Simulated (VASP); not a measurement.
VASP input:

**INCAR**
```
SYSTEM = BaF2
PREC = Accurate
ENCUT = 520
EDIFF = 1E-6
NELM = 100
ALGO = Normal
LREAL = .FALSE.
LASPH = .TRUE.
ISMEAR = 0
SIGMA = 0.5
GGA = PE
LMAXMIX = 4
LWAVE = .FALSE.
LCHARG = .FALSE.
ISIF = 2
```

### KPOINTS
```
Automatic mesh
0
gamma
  6 6 6
```

File POSCAR:
```
BaF2
6.3351920
  0.0000000000   0.4902408640   0.4842650388
  0.5000000000   0.0000000000   0.4842650388
  0.5000000000   0.4902408640   0.0000000000
Ba F
1 2
Direct
  0.0000000000   0.0000000000   0.0000000000
  0.2500000000   0.2500000000   0.2500000000
  0.7435020000   0.7564980000   0.7564980000
```

POTCAR, in this order: Ba_sv F (PBE.64 set). Program: vasp_std.

Question: Translate this PBE calculation to Quantum ESPRESSO's pw.x.

Answer: One equivalent input (not run):
```
&CONTROL
  calculation = 'scf'
  pseudo_dir = './pseudo'
  outdir = './out'
  tprnfor = .true.
  tstress = .true.
/
&SYSTEM
  ibrav = 0
  nat = 3
  ntyp = 2
  ecutwfc = 84
  occupations = 'smearing'
  smearing = 'gaussian'
  degauss = 0.03675
  input_dft = 'pbe'
/
&ELECTRONS
  conv_thr = 7.3e-08
  electron_maxstep = 100
/
ATOMIC_SPECIES
  Ba 137.327 Ba.upf
  F 18.998 F.upf
CELL_PARAMETERS angstrom
     0.0000000    3.1057700    3.0679120
     3.1675960    0.0000000    3.0679120
     3.1675960    3.1057700    0.0000000
ATOMIC_POSITIONS crystal
  Ba   0.0000000  0.0000000  0.0000000
  F    0.2500000  0.2500000  0.2500000
  F    0.7435020  0.7564980  0.7564980
K_POINTS automatic
  6 6 6 0 0 0
```
What does not carry over: the potentials are each code's own (VASP's PAW set, PseudoDojo norm-conserving files in pw.x), so ENCUT and ecutwfc are chosen apart and not converted; conv_thr bounds pw.x's estimated SCF error, while EDIFF bounds the energy change between steps.

The compound is BaF2 in the fluorite structure. The cell was not relaxed at this level, atoms are displaced from their ideal sites. The run is one of a series of settings (SIGMA = 0.5 against the base run), some of them coarse on purpose.
